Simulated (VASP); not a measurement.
# A VASP study of BaZrO3 (r2SCAN): structure first, properties next, part 5 of 5

How well does r2SCAN reproduce what experiment finds for BaZrO3? The cell is relaxed first, and properties follow on it. Left out of this account: at least 1 further run (optics: it repeats an earlier run and gave the same numbers). The start is a cell from a database of measured crystal structures.

VASP 6.6.1; r2SCAN; plane waves and PAW (Ba_sv, Zr_sv, O).

So far, gap on the k-mesh (eV): step 2 (relaxing cell and atoms (r2SCAN)) 3.66; step 6 (density of states (r2SCAN)) 3.70. The relaxed cell has a = 4.214 Å (conventional setting).

## (8) Optical spectrum (r2SCAN)

LOPTICS sums transitions from filled to empty bands. The mesh is finer than in the run before. NBANDS is raised for it.

INCAR

```
SYSTEM = BaZrO3
PREC = Accurate
ENCUT = 520
EDIFF = 1E-06
NELM = 100
ISMEAR = 0
SIGMA = 0.05
LREAL = .FALSE.
ALGO = Normal
METAGGA = R2SCAN
LASPH = .TRUE.
NBANDS = 60
LORBIT = 11
LWAVE = .FALSE.
LCHARG = .FALSE.
KPAR = 4
LOPTICS = .TRUE.
NEDOS = 1500
CSHIFT = 0.1
```

POSCAR

```
BaZrO3
1.0
    4.2138674132      0.0000000000      0.0000000000
    0.0000000000      4.2138674132      0.0000000000
    0.0000000000      0.0000000000      4.2138674132
Ba Zr O
1 1 3
Direct
    0.0000000000      0.0000000000      0.0000000000
    0.5000000000      0.5000000000      0.5000000000
    0.0000000000      0.5000000000      0.5000000000
    0.5000000000      0.0000000000      0.5000000000
    0.5000000000      0.5000000000      0.0000000000
```

KPOINTS

```
Automatic mesh
0
Gamma
9 9 9
0 0 0
```

The projector-augmented-wave data sets are Ba_sv, Zr_sv and O (PBE family, release 64).

Command:

```console
$ mpirun -np 4 vasp_std
```

Output:

```text
[... set-up lines as in an earlier step ...]
 entering main loop
       N       E                     dE             d eps       ncg     rms          rms(c)
DAV:   1     0.228993292605E+03    0.22899E+03   -0.19333E+04  4200   0.674E+02
DAV:   2    -0.895362939580E+02   -0.31853E+03   -0.30129E+03  4868   0.217E+02
DAV:   3    -0.106925071716E+03   -0.17389E+02   -0.16878E+02  6900   0.396E+01
DAV:   4    -0.107243813359E+03   -0.31874E+00   -0.31762E+00  5072   0.435E+00
DAV:   5    -0.107247665697E+03   -0.38523E-02   -0.38521E-02  5060   0.436E-01    0.288E+01
DAV:   6    -0.847094905775E+02    0.22538E+02   -0.76577E+00  5620   0.163E+01    0.872E+00
DAV:   7    -0.850778838030E+02   -0.36839E+00   -0.12961E+00  4880   0.411E+00    0.592E+00
DAV:   8    -0.851912784372E+02   -0.11339E+00   -0.47582E-01  4840   0.301E+00    0.221E+00
DAV:   9    -0.851074117056E+02    0.83867E-01   -0.11026E-01  4740   0.146E+00    0.591E-01
DAV:  10    -0.851071558895E+02    0.25582E-03   -0.10917E-02  4996   0.445E-01    0.322E-01
DAV:  11    -0.851078015404E+02   -0.64565E-03   -0.10377E-03  5252   0.139E-01    0.106E-01
DAV:  12    -0.851077599741E+02    0.41566E-04   -0.69135E-05  4984   0.392E-02    0.714E-02
DAV:  13    -0.851077716086E+02   -0.11635E-04   -0.26792E-05  4912   0.256E-02    0.719E-03
DAV:  14    -0.851077714179E+02    0.19078E-06   -0.85799E-07  4564   0.356E-03
   1 F= -.85107771E+02 E0= -.85107771E+02  d E =-.101697E-12
 optical routines
 imaginary and real dielectric function
 direction            1
 direction            2
 direction            3
```

Run time: 41 s. Hardware: 4 MPI ranks of Intel Xeon 6975P-C (Granite Rapids), shared host; peak memory 1.4 GiB; 2.7 min of CPU time.

Parts of OUTCAR (step 8):

```text
   k-points           NKPTS =     35   k-points in BZ     NKDIM =     35   number of bands    NBANDS=     60

   NELECT =      40.0000    total number of electrons

 E-fermi :   3.5717

 k-point     1 :       0.0000    0.0000    0.0000
  band No.  band energies     occupation
    ...
     16       2.3813      2.00000
     17       2.3813      2.00000
     18       3.1100      2.00000
     19       3.1100      2.00000
     20       3.1100      2.00000
     21       7.0347      0.00000
     22       7.0347      0.00000
     23       7.0347      0.00000
     24       8.5166      0.00000
     25       8.5166      0.00000
    ...

  Total       -0.0053412     -0.0053412     -0.0053412     -0.0000000     -0.0000000      0.0000000
  in kB       -0.1143682     -0.1143682     -0.1143682     -0.0000000     -0.0000000      0.0000000
  external PRESSURE =      -0.1143682 kB  Pullay stress =       0.0000000 kB

  FREE ENERGIE OF THE ION-ELECTRON SYSTEM (eV)
  ---------------------------------------------------
  free  energy   TOTEN  =       -85.1077714179 eV

  energy  without entropy=      -85.1077714179  energy(sigma->0) =      -85.10777142

 plasma frequency squared (from intraband transitions) (eV^2)
  --------------------------------------------------------------------------------------
       0.000       0.000       0.000
       0.000       0.000       0.000
       0.000       0.000       0.000

[... 9 parts as in an earlier step ...]

[... 8 further parts left out ...]
```

These are independent-particle spectra without excitons or local fields. Their onset and peaks carry the functional's gap error, and fine structure and low peaks depend on the mesh and on CSHIFT.

Numbers from this step:

```yaml
bands: 60
irreducible_k_points: 35
fermi_energy: 3.572 eV
pressure: -0.01144 GPa
```

The imaginary dielectric function, xx has structure finer than the step of the table below, so its rows give means over 1 eV, whole bins alone (the curve runs from 0 to 24.9 eV). Peaks (eV: height): 6.7: 6.77, 8.5: 6.67, 9.9: 6.27, 19.9: 3.88.

Table of imaginary dielectric function, xx by photon energy; means over each step:

```tsv
photon energy (eV)	imaginary dielectric function, xx
1	0.0115
2	0.0272
3	0.0599
4	0.356
5	2.20
6	4.49
7	4.87
8	4.14
9	4.84
10	5.42
11	3.27
12	1.62
13	0.878
14	0.969
15	1.19
16	1.46
17	2.03
18	2.98
19	3.38
20	3.00
21	1.29
22	1.13
23	0.904
24	0.613
```

Real dielectric function, xx against photon energy:

```tsv
photon energy (eV)	real dielectric function, xx
0.0	4.45
0.5	4.46
1.0	4.50
1.5	4.58
2.0	4.69
2.5	4.85
3.0	5.08
3.5	5.44
4.0	6.03
4.5	6.90
5.0	7.24
5.5	7.13
6.0	5.99
6.5	5.27
7.0	1.67
7.5	3.17
8.0	5.10
8.5	2.85
9.0	2.38
9.5	2.30
10.0	0.547
10.5	-0.878
11.0	-1.72
11.5	-0.669
12.0	-0.0778
12.5	-0.173
13.0	0.242
13.5	0.861
14.0	1.59
14.5	1.36
15.0	1.28
15.5	1.74
16.0	1.95
16.5	2.05
17.0	1.84
17.5	2.15
18.0	1.95
18.5	1.20
19.0	0.664
19.5	-0.0854
20.0	-1.31
20.5	-1.26
21.0	-0.844
21.5	-0.442
22.0	-0.265
22.5	-0.299
23.0	-0.396
23.5	-0.213
24.0	-0.104
24.5	-0.0197
```

The mean of ε2 over directions passes 5 % of its top at 4.12 eV, against a least direct gap of 3.92 eV on this mesh, so absorption sets in close to the direct gap. The indirect gap (3.66 eV in the band run) doesn't show, since phonons are left out.

## (9) What came out

- relaxed volume: 14.96 Å³/atom
- relaxed conventional cell a, b, c: 4.214, 4.214, 4.214 Å
- space group after relaxing, within 0.02 Å: Pm-3m (No. 221)
- band gap: 3.66 eV, indirect (least direct gap of that run 3.92 eV)
- gap among the points of the DOS mesh alone, an upper bound: 3.70 eV
- highest zone-centre mode: 493 cm⁻¹
- strongest peak of ε2, mean over directions: 6.72 eV
- ε1 at zero frequency, no local fields, mean: 4.45

What this shows: With r2SCAN, BaZrO3 relaxes to 14.96 Å³/atom in space group Pm-3m (held by the symmetry of the run) and has an indirect gap of 3.66 eV. Against the listed cell the volume lies +1.6 %. Bands along the symmetry lines (r2SCAN): The path shows an indirect gap of 3.66 eV (valence top at R, conduction bottom at Γ). The least direct gap is 3.92 eV. Zone-centre phonons (r2SCAN): The highest mode in this list at Γ, 492.8 cm⁻¹, is mostly motion of O (99 % of the kinetic energy). Spin-orbit coupling is left out, and with elements this heavy it would split and shift bands near the edges, and it can change the kind of a small gap. Modes at Γ alone can't show that the crystal is stable at other wave vectors, and the LO-TO splitting is not included. No search among competing phases was made, and a listed structure need not be the one stable at ambient conditions. All values are for a static lattice at zero temperature.

Computed beside measured:

```
                               quantity  measured          r2SCAN
                 lattice constant a (Å)     4.192  4.214 (+0.5 %)
infrared mode, TO1 at Gamma, T1u (cm⁻¹)       116    113 (-2.3 %)
infrared mode, TO2 at Gamma, T1u (cm⁻¹)       214    201 (-6.3 %)
infrared mode, TO3 at Gamma, T1u (cm⁻¹)       520    493 (-5.2 %)
```

Measured values from arxiv:cond-mat/0602127 (2006) and arxiv:1907.02008 (2019).

**Verdict.** Measured modes were matched to the nearest mode of that symmetry; at r2SCAN, 3 of them have a partner, and the computed frequencies miss them by 4.6 % on average (mean signed -4.6 %), which is fair agreement. The lattice constant a is off by +0.5 %: good agreement. The grades are ours: good and fair within 0.7 and 1.5 % for the lattice constant a and 3 and 7 % for the infrared mode. Zero-point motion and thermal expansion (measured at up to 300 K) are not in the computed lattice constants and infrared mode. As a rule both would widen the computed cell, so the excess over experiment is if anything larger than shown.

[Lines on the potential files, build, host, timing and source positions are cut from VASP's logs without a mark.]

[Logs are printed without paths, hosts, clocks, repeated set-up lines and the standing remarks that a program may print on its own settings, such as how far it seeks lower states.]

[Hosts, paths, dates, database ids (printed as entryN), source tags and the programs' standing remarks are cut or masked in the printed files.]

[A measured line is paired with the nearest computed mode of its activity, which favours agreement.]

[In band tables of VASP the shares of atoms and orbitals are scaled to a sum of 1 inside the atoms' spheres.]
